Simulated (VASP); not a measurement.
Ge, 2 atoms in the cell. Symmetry: Fd-3m, No. 227, cubic system. Conventional cell: a = 5.680 Å, b = 5.680 Å, c = 5.680 Å, α = 90.00°, β = 90.00°, γ = 90.00°. Ge (site symmetry -43m) has 4 Ge at 2.46 Å as nearest neighbours. The cell was built by a generator and needn't be a form met in nature.

| Quantity | Value |
| --- | --- |
| Program | VASP 6.6.1 |
| Task | relaxation of cell and atoms |
| Functional | r2SCAN |
| Potentials or basis | VASP PAW PBE potentials, release 64 (Ge_d) |
| Cutoff | 600 eV |
| k mesh | 10 × 10 × 10 |
| Occupations | gaussian, width 0.02 eV |
| Spin | no spin polarisation |
| Further INCAR settings | ALGO = Normal; EDIFF = 1e-07; IBRION = 2; EDIFFG = -0.005; NSW = 60; ISIF = 3 |

Potentials or basis: VASP PAW PBE potentials, release 64 (Ge_d).

Launch:

```console
$ cat potpaw_PBE.64/Ge_d/POTCAR > POTCAR
$ mpirun -np 1 vasp_std > vasp.out
```

Hardware: 1 thread of Intel(R) Xeon(R) 6975P-C (Granite Rapids), on a shared host.

How long does it take, and how much memory?

Wall time 93 s on 1 thread of Intel(R) Xeon(R) 6975P-C (Granite Rapids) (shared host), peak memory 0.21 GiB. Counts: scf iterations 26, k points 47, ion steps 2.
